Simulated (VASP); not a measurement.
These are PBE GGA + U (Dudarev), VASP's PBE PAW potentials (set 64) (plane waves; VASP) values and carry that method's errors.

A VASP calculation is set up with these files.

**INCAR**
```
# general
SYSTEM   = FeO
PREC     = Accurate
ENCUT    = 400   # plane-wave cut-off (eV)
LREAL    = .FALSE.
LASPH    = .TRUE.

# electronic loop
EDIFF    = 1E-6   # SCF stop (eV)
NELM     = 100
ALGO     = Normal
LMAXMIX  = 4

# smearing
ISMEAR   = 0
SIGMA    = 0.05

# functional
GGA      = PE   # PBE

# spin
ISPIN    = 2
MAGMOM   = 4.0 -4.0 0.0 0.0

# DFT+U
LDAU     = .TRUE.
LDAUTYPE = 2
LDAUL    = 2 -1
LDAUU    = 3.0 0
LDAUJ    = 0 0

# ions
ISIF     = 2   # forces and stress, cell fixed

# output
LWAVE    = .FALSE.
LCHARG   = .FALSE.
LORBIT   = 11   # lm-projected
```

**KPOINTS**
```
Regular mesh
0
G
9 9 9
0.5 0.5 0.5
```

**POSCAR**
```
FeO
1
    4.4265590000     2.2132800000     2.2132800000
    2.2132800000     4.4265590000     2.2132800000
    2.2132800000     2.2132800000     4.4265590000
Fe O
2 2
Direct
  0.0000000000   0.0000000000   0.0000000000
  0.5000000000   0.5000000000   0.5000000000
  0.2500000000   0.2500000000   0.2500000000
  0.7500000000   0.7500000000   0.7500000000
```

POTCAR, in this order: Fe O (PBE.64 set). Program: vasp_std.

At this cut-off the stress carries a Pulay error, which pulls relaxed volumes low.

Question: Predict the energy per atom (σ→0), cell moment, pressure, band gap (on the k-mesh).

Answer: 
```json
{
 "energy per atom (σ→0)": "-6.694 eV/atom",
 "cell_moment": "0.00 μB",
 "band gap (on the k-mesh)": "none (metal, semimetal or under 0.01 eV)",
 "pressure": "-15.01 GPa"
}
```

OSZICAR:
```
...
DAV:  11    -0.267765491048E+02   -0.85514E-02   -0.13289E-02  9178   0.180E+00    0.273E-01
DAV:  12    -0.267790963617E+02   -0.25473E-02   -0.32224E-03  9188   0.102E+00    0.125E-01
DAV:  13    -0.267798633132E+02   -0.76695E-03   -0.18650E-03  8516   0.365E-01    0.554E-02
DAV:  14    -0.267799092437E+02   -0.45931E-04   -0.58873E-05  6666   0.123E-01    0.217E-02
DAV:  15    -0.267799153147E+02   -0.60710E-05   -0.17308E-05  9588   0.492E-02    0.110E-02
DAV:  16    -0.267799177119E+02   -0.23971E-05   -0.27438E-06  5714   0.299E-02    0.426E-03
DAV:  17    -0.267799177135E+02   -0.16666E-08   -0.11964E-06  3482   0.200E-02
   1 F= -.26779918E+02 E0= -.26776665E+02  d E =-.650569E-02  mag=     0.0000
```

The structure is a typed FeO crystal. The cell was not relaxed at this level. The run is one of a series of settings (LDAUU = 3.0 0 against the base run), some of them coarse on purpose. A gapless solution with U can be a metastable orbital state.
